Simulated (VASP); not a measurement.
Given:

```
CELL_PARAMETERS angstrom
     -1.58201     1.58201     1.58201
      1.58201    -1.58201     1.58201
      1.58201     1.58201    -1.58201
ATOMIC_POSITIONS crystal
  Mo 0.00000 0.00000 0.00000
```

The numbers are results of PBE GGA, VASP's PBE PAW potentials (set 64) (plane waves; VASP), not measurements. Numerical set-up: PREC = Normal, EDIFF = 1E-5, 400 eV cut-off, 18×18×18 Γ-centred mesh, first-order Methfessel-Paxton smearing of 0.10 eV, potentials Mo_sv.

**Question.** Estimate the energy per atom (σ→0), pressure, band gap (on the k-mesh) with the smallest direct gap where there is one.

**Answer.** 
```json
{
 "band gap (on the k-mesh)": "none (metal, semimetal or under 0.01 eV)",
 "energy per atom (σ→0)": "-10.932 eV/atom",
 "pressure": "-1.34 GPa"
}
```

The absolute energy has meaning only against runs of the same code, potentials and settings.

The compound is Mo in the bcc structure. It was relaxed first.
